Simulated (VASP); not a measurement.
Given:

```
BN
1.0
    0.00000     1.80750     1.80750
    1.80750     0.00000     1.80750
    1.80750     1.80750     0.00000
B N
1 1
Direct
  0.00000   0.00000   0.00000
  0.25000   0.25000   0.25000
```

Level of theory: PBE GGA, VASP's PBE PAW potentials (set 64) (plane waves; VASP 6.6.1). Numerical set-up: EDIFF = 1E-5, 520 eV cut-off, 11×11×11 Γ-centred mesh, Gaussian smearing of 0.050 eV, potentials B N.

Task: What does the run give for the energy per atom (σ→0), pressure?

Result: 
```json
{
 "energy per atom (σ→0)": "-8.725 eV/atom",
 "pressure": "3.35 GPa"
}
```

Total energies compare only between runs with the same potentials, cut-off and functional.

The compound is BN in the zinc blende structure. The cell was not relaxed at this level. The run is one of a series of settings (EDIFF = 1E-5 against the base run), some of them coarse on purpose.
